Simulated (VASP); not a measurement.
Data:

```
CELL_PARAMETERS angstrom
      4.15212     2.07221     2.07221
      2.07221     4.15212     2.07221
      2.07221     2.07221     4.15212
ATOMIC_POSITIONS crystal
  Ni 0.00000 0.00000 0.00000
  Ni 0.50000 0.50000 0.50000
  O  0.25000 0.25000 0.25000
  O  0.75000 0.75000 0.75000
```
Starting moments (μB, in the order of the record's atoms Ni Ni O O): 1.3 -1.3 0.0 0.0.

These are rev-vdW-DF2, VASP's PBE PAW potentials (set 64) (plane waves; VASP) values and carry that method's errors. Run with 520 eV cut-off, Gaussian smearing of 0.050 eV, potentials Ni O.

Task: Give the spin-up energies of bands 6 to 19 at the high-symmetry points, in eV from the valence-band maximum.

Result: 
| band | Γ | T | H2 | L | S0 | F |
|---|---|---|---|---|---|---|
| 6 | -2.42 | -4.51 | -5.57 | -5.04 | -5.45 | -5.01 |
| 7 | -2.42 | -3.87 | -4.80 | -4.78 | -4.89 | -3.75 |
| 8 | -2.40 | -3.87 | -4.67 | -4.29 | -4.67 | -3.73 |
| 9 | -1.89 | -1.75 | -1.46 | -1.93 | -1.45 | -2.72 |
| 10 | -1.89 | -1.75 | -1.36 | -1.26 | -1.28 | -1.38 |
| 11 | -1.80 | -1.36 | -1.22 | -1.12 | -1.25 | -1.14 |
| 12 | -1.52 | -0.84 | -0.80 | -0.94 | -0.81 | -0.95 |
| 13 | -1.52 | -0.84 | -0.51 | -0.39 | -0.52 | -0.79 |
| 14 | -0.64 | -0.68 | -0.43 | -0.30 | -0.46 | -0.42 |
| 15 | -0.64 | -0.04 | -0.24 | -0.25 | -0.26 | -0.28 |
| 16 | -0.33 | -0.04 | -0.16 | -0.14 | -0.16 | -0.15 |
| 17 | 1.98 | 1.38 | 1.40 | 1.35 | 1.43 | 2.02 |
| 18 | 1.98 | 1.38 | 1.49 | 1.39 | 1.48 | 2.08 |
| 19 | 2.33 | 4.97 | 9.14 | 8.17 | 9.25 | 6.28 |

Task: Give the spin-down energies of bands 6 to 19 at the high-symmetry points, in eV from the valence-band maximum.

Result: 
```
band      Γ      T     H2      L     S0      F
----  -----  -----  -----  -----  -----  -----
6     -2.42  -4.51  -5.57  -5.04  -5.45  -5.01
7     -2.42  -3.87  -4.80  -4.78  -4.89  -3.75
8     -2.40  -3.87  -4.67  -4.29  -4.67  -3.73
9     -1.89  -1.75  -1.46  -1.93  -1.45  -2.72
10    -1.89  -1.75  -1.36  -1.26  -1.28  -1.38
11    -1.80  -1.36  -1.22  -1.12  -1.25  -1.14
12    -1.52  -0.84  -0.80  -0.94  -0.81  -0.95
13    -1.52  -0.84  -0.51  -0.39  -0.52  -0.79
14    -0.64  -0.68  -0.43  -0.30  -0.46  -0.42
15    -0.64  -0.04  -0.24  -0.25  -0.26  -0.28
16    -0.33  -0.04  -0.16  -0.14  -0.16  -0.15
17     1.98   1.38   1.40   1.35   1.43   2.02
18     1.98   1.38   1.49   1.39   1.48   2.08
19     2.33   4.97   9.14   8.17   9.25   6.28
```

The gap is indirect, 1.04 eV, from the valence maximum at F-Γ at 0.55 to the conduction minimum at Γ-S0 at 0.73.

The compound is NiO in the rock salt, AFM-II order structure. It was relaxed first.
